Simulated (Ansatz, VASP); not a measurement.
# ZrOs: VASP beside Ansatz

File INCAR:

```
PREC = Accurate ; ENCUT = 520
EDIFF = 1E-6 ; ISMEAR = 0
SIGMA = 0.1 ; LREAL = F
LASPH = T ; NELM = 80
ALGO = Fast ; ISIF = 2
LWAVE = F ; LCHARG = F
GGA = CA ; NBANDS = 17
```

File KPOINTS:

```
Automatic mesh
0
Gamma
  6 6 6
```

POSCAR

```
ZrOs
1.0
    3.2630000000      0.0000000000      0.0000000000
    0.0000000000      3.2630000000      0.0000000000
    0.0000000000      0.0000000000      3.2630000000
Zr Os
1 1
Direct
    0.5000000000      0.5000000000      0.5000000000
    0.0000000000      0.0000000000      0.0000000000
```

Input for Ansatz:

```yaml
crystal:
  lattice:
    - [3.263, 0.0, 0.0]
    - [0.0, 3.263, 0.0]
    - [0.0, 0.0, 3.263]
  atoms:
    - { symbol: Zr, position: [0.5, 0.5, 0.5] }
    - { symbol: Os, position: [0.0, 0.0, 0.0] }
basis:
  ecutwfc: 420
kpoints:
  mp_grid: { grid: [6, 6, 6] }
hamiltonian:
  xc: lda
scf:
  occupations: { method: gaussian, width: 0.1 }
output:
  forces: true
  stress: true
  eigenvalues: true
```

Alike in both runs: task single point; functional LDA; k mesh 6 × 6 × 6; occupations gaussian, width 0.1 eV; no spin polarisation.

```csv
,VASP,Ansatz
version,VASP 6.6.1,Ansatz 0.2.0
potentials or method,"VASP PAW LDA potentials, release 64 (Zr_sv, Os)","scalar-relativistic, plane waves, PAW"
plane-wave cutoff (eV),520,420
valence electrons in the cell,20,28
```

```csv
,VASP,Ansatz,Ansatz less VASP
gap on the k mesh at the Fermi level (eV),none,none,-
pressure (GPa),-7.1,-7.4,-0.25
```

A gap of «none» marks a metal or a gap that the smearing closes. The two sets of potentials don't hold the same shells in valence.

The runs have no spin-orbit coupling, so splittings on Os are missing.
